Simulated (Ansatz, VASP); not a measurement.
# Cross-check of Zn2C between VASP and Ansatz, part 2 of 2

Aim: how closely do two programs agree when they are given the same cell, functional and k mesh? The cell is generated by rule, not measured, and may not be a known phase. The cell is taken from a series of runs on this material, whose earlier steps may have relaxed, scaled, displaced or heated it; both programs get it as it stands. Other levels of theory on this material are compared in a session of their own.

VASP 6.6.1 and Ansatz 0.2.0.

So far: The structure; Ansatz: zone-centre phonons, PBEsol; VASP: zone-centre phonons, PBEsol.

## Step 3: VASP: zone-centre phonons, PBEsol (continued)

Level of this step: PBEsol; plane waves and PAW (C, Zn); invented cell (VASP).

Numbers of over 12 decimals in the logs are rounded to 6 here.

OUTCAR, selected parts (step 3):

```text
ion  position               nearest neighbor table
   1  0.000  0.000  0.000-   2 2.22   3 2.22   3 2.22   3 2.22   3 2.22   2 2.22   2 2.22   2 2.22

  LATTYP: Found a face centered cubic cell.
 ALAT       =     5.1300942074

 Subroutine GETGRP returns: Found 48 space group operations
 (whereof 48 operations were pure point group operations)

The static configuration has the point symmetry O_h .

 Found     72 irreducible k-points:

   k-points           NKPTS =     72   k-points in BZ     NKDIM =     72   number of bands    NBANDS=     20

   dimension x,y,z NGX =    30 NGY =   30 NGZ =   30
   dimension x,y,z NGXF=    60 NGYF=   60 NGZF=   60

   ENCUT  =  600.0 eV  44.10 Ry    6.64 a.u.   7.25  7.25  7.25*2*pi/ulx,y,z

   NELECT =      28.0000    total number of electrons

 k-points in reciprocal lattice and weights: Automatic mesh
   0.00000000  0.00000000  0.00000000       0.001
   0.08333333  0.00000000  0.00000000       0.005
   0.16666667  0.00000000  0.00000000       0.005
   0.25000000  0.00000000  0.00000000       0.005
   0.33333333  0.00000000  0.00000000       0.005
   0.41666667  0.00000000  0.00000000       0.005
   0.50000000  0.00000000  0.00000000       0.002
   0.08333333  0.08333333  0.00000000       0.003
   0.16666667  0.08333333  0.00000000       0.014
[...]
-0.33333333  0.50000000  0.16666667       0.007
  -0.25000000  0.50000000  0.25000000       0.003

 average (electrostatic) potential at core
       1 -50.6635       2 -35.1834       3 -35.1834

  Total        0.1237121      0.1237121      0.1237121      0.0000000      0.0000000     -0.0000000
  in kB        5.8722773      5.8722773      5.8722773      0.0000000      0.0000000     -0.0000000
  external PRESSURE =       5.8722773 kB  Pullay stress =       0.0000000 kB

  energy-cutoff  :      600.00
  volume of cell :       33.75
      direct lattice vectors                 reciprocal lattice vectors
     0.000000000  2.565047104  2.565047104    -0.194928194  0.194928194  0.194928194
     2.565047104  0.000000000  2.565047104     0.194928194 -0.194928194  0.194928194
     2.565047104  2.565047104  0.000000000     0.194928194  0.194928194 -0.194928194

 POSITION                                       TOTAL-FORCE (eV/Angst)
 -----------------------------------------------------------------------------------
      0.00000      0.00000      0.00000         0.000000      0.000000      0.000000
      1.28252      1.28252      1.28252         0.000000      0.000000      0.000000
      3.84757      3.84757      3.84757        -0.000000     -0.000000     -0.000000
 -----------------------------------------------------------------------------------
    total drift:                               -0.000000      0.000000      0.000000

 Eigenvectors and eigenvalues of the dynamical matrix
 ----------------------------------------------------

   1 f  =    8.042384 THz    50.531792 2PiTHz  268.265068 cm-1    33.260614 meV
             X         Y         Z           dx          dy          dz
      0.000000  0.000000  0.000000     0.323810   -0.900120   -0.000000
      1.282524  1.282524  1.282524    -0.069756    0.193906   -0.000000
      3.847571  3.847571  3.847571    -0.069756    0.193906    0.000000

   2 f  =    8.042384 THz    50.531792 2PiTHz  268.265068 cm-1    33.260614 meV
             X         Y         Z           dx          dy          dz
      0.000000  0.000000  0.000000     0.189447    0.068152   -0.935165
      1.282524  1.282524  1.282524    -0.040811   -0.014681    0.201455
      3.847571  3.847571  3.847571    -0.040811   -0.014681    0.201455

   3 f  =    8.042384 THz    50.531792 2PiTHz  268.265068 cm-1    33.260614 meV
             X         Y         Z           dx          dy          dz
      0.000000  0.000000  0.000000    -0.879958   -0.316557   -0.201333
      1.282524  1.282524  1.282524     0.189563    0.068193    0.043372
      3.847571  3.847571  3.847571     0.189563    0.068193    0.043372

   4 f  =    6.301286 THz    39.592149 2PiTHz  210.188282 cm-1    26.060014 meV
             X         Y         Z           dx          dy          dz
      0.000000  0.000000  0.000000    -0.000000    0.000000    0.000000
      1.282524  1.282524  1.282524     0.067534    0.703551    0.021341
      3.847571  3.847571  3.847571    -0.067534   -0.703551   -0.021341

   5 f  =    6.301286 THz    39.592149 2PiTHz  210.188282 cm-1    26.060014 meV
             X         Y         Z           dx          dy          dz
      0.000000  0.000000  0.000000     0.000000    0.000000   -0.000000
      1.282524  1.282524  1.282524    -0.214056    0.040952   -0.672683
      3.847571  3.847571  3.847571     0.214056   -0.040952    0.672683

   6 f  =    6.301286 THz    39.592149 2PiTHz  210.188282 cm-1    26.060014 meV
             X         Y         Z           dx          dy          dz
      0.000000  0.000000  0.000000    -0.000000   -0.000000    0.000000
      1.282524  1.282524  1.282524     0.670537   -0.057786   -0.216891
      3.847571  3.847571  3.847571    -0.670537    0.057786    0.216891

   7 f/i=    0.011779 THz     0.074008 2PiTHz    0.392898 cm-1     0.048713 meV
             X         Y         Z           dx          dy          dz
      0.000000  0.000000  0.000000     0.204524   -0.181657   -0.100505
      1.282524  1.282524  1.282524     0.474705   -0.421630   -0.233276
      3.847571  3.847571  3.847571     0.474705   -0.421630   -0.233276

   8 f/i=    0.011779 THz     0.074008 2PiTHz    0.392898 cm-1     0.048713 meV
             X         Y         Z           dx          dy          dz
      0.000000  0.000000  0.000000    -0.078392    0.063065   -0.273511
      1.282524  1.282524  1.282524    -0.181951    0.146375   -0.634825
      3.847571  3.847571  3.847571    -0.181951    0.146375   -0.634825

   9 f/i=    0.011779 THz     0.074008 2PiTHz    0.392898 cm-1     0.048713 meV
             X         Y         Z           dx          dy          dz
      0.000000  0.000000  0.000000     0.192237    0.218985   -0.004606
      1.282524  1.282524  1.282524     0.446188    0.508269   -0.010690
      3.847571  3.847571  3.847571     0.446188    0.508269   -0.010690

 ELASTIC MODULI CONTR FROM IONIC RELAXATION (kBar)
 Direction    XX          YY          ZZ          XY          YZ          ZX
 --------------------------------------------------------------------------------
 XX          -0.0000      0.0000      0.0000     -0.0000      0.0000     -0.0000
 YY           0.0000     -0.0000     -0.0000     -0.0000     -0.0000     -0.0000
 ZZ           0.0000     -0.0000     -0.0000     -0.0000     -0.0000     -0.0000
 XY          -0.0000     -0.0000     -0.0000     -0.2136     -0.0000      0.0000
 YZ           0.0000     -0.0000     -0.0000     -0.0000     -0.2136      0.0000
 ZX          -0.0000     -0.0000     -0.0000      0.0000      0.0000     -0.2136
 --------------------------------------------------------------------------------
```

## Step 4: Differences

Known differences besides the potentials themselves: the cutoff is 420 eV in Ansatz and 600 eV in VASP; Ansatz makes its cores anew for this functional, VASP keeps those of its PBE data sets. Total energies have different zeros and are not compared.

The two programs side by side:

```
                  quantity  Ansatz   VASP  difference
optical mode 1 to 3 (cm⁻¹)   208.4  210.2     -0.86 %
optical mode 4 to 6 (cm⁻¹)   263.5  268.3     -1.76 %
```

Modes are paired by rising frequency, not by their patterns, so a pair may set unlike modes beside each other; they are those without the splitting of longitudinal modes.

## Step 5: Results

- r.m.s. difference of the optical zone-centre modes, each program's sorted by frequency (zone-centre phonons, PBEsol): 3.6 cm⁻¹
- difference in optical mode 4 to 6 (zone-centre phonons, PBEsol): -1.8 %

In words: The r.m.s. difference of the optical zone-centre modes, each program's sorted by frequency is 3.6 cm⁻¹ (zone-centre phonons, PBEsol). Among the rows given in per cent, the largest difference of the zone-centre phonons, PBEsol pair is in optical mode 4 to 6, -1.8 %. 3 further runs of this series are not shown here. How closely two codes agree says nothing of how well the functional describes the real material.

[Lines on the potential files, build, host, timing and source positions are cut from VASP's logs without a mark.]

[Logs are printed without paths, hosts, clocks, repeated set-up lines and the standing remarks that a program may print on its own settings, such as how far it seeks lower states.]

[Hosts, paths, dates, database ids (printed as entryN), source tags and the programs' standing remarks are cut or masked in the printed files.]
